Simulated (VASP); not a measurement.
Runs of VASP 6.6.1 on PmSe. It takes space group Fm-3m (No. 225, cubic). The conventional cell has a = 5.921 Å, b = 5.921 Å, c = 5.921 Å, α = 90.00°, β = 90.00°, γ = 90.00°. Around Pm (site symmetry m-3m) lie 6 Se at 2.96 Å. Se (site symmetry m-3m) is surrounded by 6 Pm at 2.96 Å. The cell comes from a database or a generator and needn't be the stable form of this composition.

```tsv
task	level	cell	cutoff (eV)	smearing	gap on the mesh (eV)	pressure (GPa)	moment (μB)	relaxed volume (Å³/atom)
relaxation of cell and atoms	r2SCAN	relaxed	600	gaussian 0.05 eV	none	0.0	4.87	(a)
single point	r2SCAN	as given	520	fermi-dirac 0.05 eV	none	3.9	4.78	-
relaxation of cell and atoms	LAK	relaxed	600	gaussian 0.05 eV	none	0.0	4.89	(b)
relaxation of cell and atoms	r2SCAN+D3(BJ)	relaxed	600	gaussian 0.05 eV	none	0.0	4.85	(c)
```

Alike in all rows: potentials or basis VASP PAW PBE potentials, release 64 (Pm, Se); spin collinear, ferromagnetic start; k mesh 8 × 8 × 8.

Task: Fill in the values left out.

Result: (a) 27.65; (b) 29.13; (c) 27.07.

Caveats: the magnetic or orbital state may not be the lowest; the PAW data sets were made with another functional, which shifts forces and pressure a little; spin-orbit coupling is left out, which moves the levels of the heavy elements; without U or exact exchange the open f shell lies at the Fermi level, which spoils levels, moments and volumes; pairwise dispersion overbinds metals, which lowers pressure and volume (some runs).

A k mesh can miss the band edges, and the runs leave out spin-orbit coupling on Pm, Se.

A gap of «none» marks a metal or a gap under the smearing width.

Not every run made on this cell is shown here.
